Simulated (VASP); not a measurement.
KI (rock salt), at 0.96 of the tabulated volume:

```yaml
crystal:
  lattice:
    - [0.00000, 3.48722, 3.48722]
    - [3.48722, 0.00000, 3.48722]
    - [3.48722, 3.48722, 0.00000]
  atoms:
    - { symbol: K, position: [0.00000, 0.00000, 0.00000] }
    - { symbol: I, position: [0.50000, 0.50000, 0.50000] }
```

The lowest empty band near Γ, direction [111], from PBE with spin-orbit coupling in VASP (PAW); its two spin partners are averaged. The gap over the points computed is 3.74 eV, and the next band on that side lies 2.42 eV away at the edge.

Settings: 400 eV cut-off, 7×7×7 Γ-centred mesh, Gaussian smearing of 0.050 eV, potentials K_sv I.

```
distance from the edge in k (1/Å)  distance in energy (meV)
---------------------------------  ------------------------
0.018                                                   3.9
0.025                                                   7.5
0.035                                                  14.6
0.050                                                  29.5
0.070                                                  57.4
```

Problem. Fit E(1 + αE) = ħ²k²/2m* (ħ²/2m0 = 3.810 eV Å²) and predict the row at 0.095 1/Å.

Solution. Least squares on the energies gives the electron mass m* = 0.319 m0 and α = 0.35 per eV, and so 104.0 meV. The run gave 104.2 meV, +0.2 meV from the fit.

Left out are points under 3 meV from the edge, since the levels carry 0.1 meV, and points farther than half the way to the next band.

The compound is KI in the rock salt structure. The cell was not relaxed at this level.
